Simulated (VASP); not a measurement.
# NbP (relaxed from the CsCl structure, space group Pm-3m): computed properties

The numbers are results of r2SCAN meta-GGA, VASP's PBE PAW potentials (set 64) (plane waves; VASP 6.6.1), not measurements.

```
Property                                                                                                Value
----------------------------------  -------------------------------------------------------------------------
space group                                                                                       Pm-3m (221)
cell                                a = 3.106 Å, b = 3.106 Å, c = 3.106 Å, α = 90.00°, β = 90.00°, γ = 90.00°
volume per atom                                                                                 14.98 Å³/atom
band gap (over mesh and band path)                                   none (metal, semimetal or under 0.01 eV)
density                                                                                            6.87 g/cm³
```

```cif
data_NbP
_chemical_formula_sum 'Nb1 P1'
_space_group_name_H-M_alt 'Pm-3m'
_space_group_IT_number 221
_space_group_name_Hall '-P 4 2 3'
_cell_length_a 3.10586
_cell_length_b 3.10586
_cell_length_c 3.10586
_cell_angle_alpha 90.000
_cell_angle_beta 90.000
_cell_angle_gamma 90.000
loop_
_atom_site_label
_atom_site_type_symbol
_atom_site_symmetry_multiplicity
_atom_site_Wyckoff_symbol
_atom_site_fract_x
_atom_site_fract_y
_atom_site_fract_z
_atom_site_occupancy
Nb1 Nb 1 a 0.00000 0.00000 0.00000 1
P1 P 1 b 0.50000 0.50000 0.50000 1
```

The structure was generated: NbP was put into the CsCl type (Pm-3m), which need not be its known phase. It was relaxed first, which changed the volume by +13 %. Symmetry was kept, so distortions that lower it aren't found.
